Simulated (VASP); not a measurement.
The input files of a VASP run:

KPOINTS:
```
Automatic mesh
0
Gamma
6 6 4
0 0 0
```

POSCAR:
```
ZnS
3.6699870
  0.5000000619  -0.8660255001   0.0000000000
  0.5000000619   0.8660255001   0.0000000000
  0.0000000000   0.0000000000   1.6386871365
Zn S
2 2
Cartesian
  0.5000000619  -0.2886757441   0.8196354178
  0.5000000619   0.2886757441   0.0002918495
  0.5000000619  -0.2886757441   1.4335593949
  0.5000000619   0.2886757441   0.6142158267
```

### INCAR
```
SYSTEM  =  ZnS
PREC  =  Accurate; ENCUT  =  480; LREAL  =  .FALSE.
LASPH  =  .TRUE.
EDIFF  =  1E-7; NELM  =  100; ALGO  =  Normal
LMAXMIX  =  4
ISMEAR  =  0; SIGMA  =  0.05
GGA  =  PS
ISIF  =  2
LWAVE  =  .FALSE.; LCHARG  =  .FALSE.
```

POTCAR, in this order: Zn S (PBE.64 set). Program: vasp_std.

**Question.** Translate this PBEsol calculation to Ansatz.

**Answer.** One equivalent input (not run):
Ansatz 0.2 input:
```yaml
crystal:
  lattice:
    - [1.8349937, -3.1783023, 0.0000000]
    - [1.8349937, 3.1783023, 0.0000000]
    - [0.0000000, 0.0000000, 6.0139605]
  atoms:
    - { symbol: Zn, position: [0.6666670, 0.3333330, 0.5001781] }
    - { symbol: Zn, position: [0.3333330, 0.6666670, 0.0001781] }
    - { symbol: S, position: [0.6666670, 0.3333330, 0.8748219] }
    - { symbol: S, position: [0.3333330, 0.6666670, 0.3748219] }
kpoints:
  mp_grid: { grid: [6, 6, 4] }
hamiltonian:
  xc: pbesol
  pseudopotentials: { kind: paw }
scf:
  occupations: { method: gaussian, width: 0.05 }
  max_iter: 100
output: { forces: true, stress: true, eigenvalues: true }
```
The two are equivalent in intent, not identical: each code has its own PAW files, so the cut-off isn't converted (ENCUT is set for VASP's; basis.ecutwfc is left out, and Ansatz then takes the one that its files recommend); Ansatz stops its SCF on the density residual and VASP on the energy change (EDIFF).

The compound is ZnS in the wurtzite structure, the high-temperature form. This cell was strained or had an atom moved on purpose.
